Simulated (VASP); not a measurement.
Input:

```
CELL_PARAMETERS angstrom
      2.16613    -3.75184     0.00000
      2.16613     3.75184     0.00000
      0.00000     0.00000     7.06322
ATOMIC_POSITIONS crystal
  Cd 0.66667 0.33333 0.50005
  Cd 0.33333 0.66667 0.00005
  Se 0.66667 0.33333 0.87595
  Se 0.33333 0.66667 0.37595
```

Calculation: PBE GGA with D3 dispersion (zero damping), VASP's PBE PAW potentials (set 64) (plane waves; VASP 6.6.1). Numerical set-up: 520 eV cut-off, 7×7×4 Γ-centred mesh, tetrahedra with Blöchl corrections, potentials Cd Se.

The job: CdSe (wurtzite), 4 atoms, PBE-D3 (zero damping), static run, 520 eV, 7×7×4 Γ-centred mesh. Roughly how much core time does it take on a busy server core?

About 30 core-seconds (one run on a shared machine, a rough figure). It had 24 irreducible k-points, 22 bands, up to 3108 plane waves and 14 electronic steps.

The compound is CdSe in the wurtzite structure. It was relaxed first.
